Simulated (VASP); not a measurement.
Cost and result of VASP (PAW) for the bulk modulus of K (bcc). Static lattice, third-order Birch-Murnaghan fit over five volumes. The cost counts the five points of the equation of state, each on the mesh and cut-off of its row, so the ratios hold those differences too. With PBE it took about 4 core-minutes. The timings are rough (shared machines, no repeats); factors under 2 mean little.

Measured: 3.8 GPa at 0 K (as given by H. Levämäki et al., Physical Review B (2014), arXiv:1402.3671; corrected for temperature and zero-point phonon effects).

| level | k-mesh | cut-off (eV) | bulk modulus (GPa) | error (%) | cost over PBE |
|---|---|---|---|---|---|
| LDA | 10×10×10 | 520 | 4.5 | +20.0 | within a factor of 2 |
| PBEsol | 10×10×10 | 520 | 3.7 | -1.1 | within a factor of 2 |
| PBE | 10×10×10 | 520 | 3.6 | -4.3 | reference |
| r2SCAN | 10×10×10 | 520 | 3.4 | -8.8 | about 10 times |
| SCAN | 10×10×10 | 520 | 3.4 | -10.1 | about 10 times |

Within 10 % of the measurement lie PBEsol, PBE, r2SCAN; PBEsol, PBE stand at the low end of their costs, within a factor of 2 against PBE.

Left out are levels that failed, ran on another kind of processor or have no fit band path; at most nine are shown.

The compound is K in the bcc structure.
